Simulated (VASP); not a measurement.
Here is the system:

```
GeI2
1.0
    0.00000     3.46508     3.46508
    3.46508     0.00000     3.46508
    3.46508     3.46508     0.00000
Ge I
1 2
Direct
  0.00000   0.00000   0.00000
  0.25000   0.25000   0.25000
  0.75000   0.75000   0.75000
```

Method: PBE GGA, VASP's PBE PAW potentials (set 64) (plane waves; VASP). Settings: 300 eV cut-off, 7×7×7 Γ-centred mesh, Fermi-Dirac smearing of 0.050 eV, potentials Ge_d I.

At this cut-off the stress carries a Pulay error, which pulls relaxed volumes low.

Predict the energy per atom (σ→0), pressure.

- energy per atom (σ→0) = -221.1 kJ/mol of atoms
- pressure = 13.02 GPa

Only differences to runs with the same potentials and settings are physical.

The structure was generated: GeI2 was put into an ordered model structure, which need not be its known phase. The cell was not relaxed at this level.
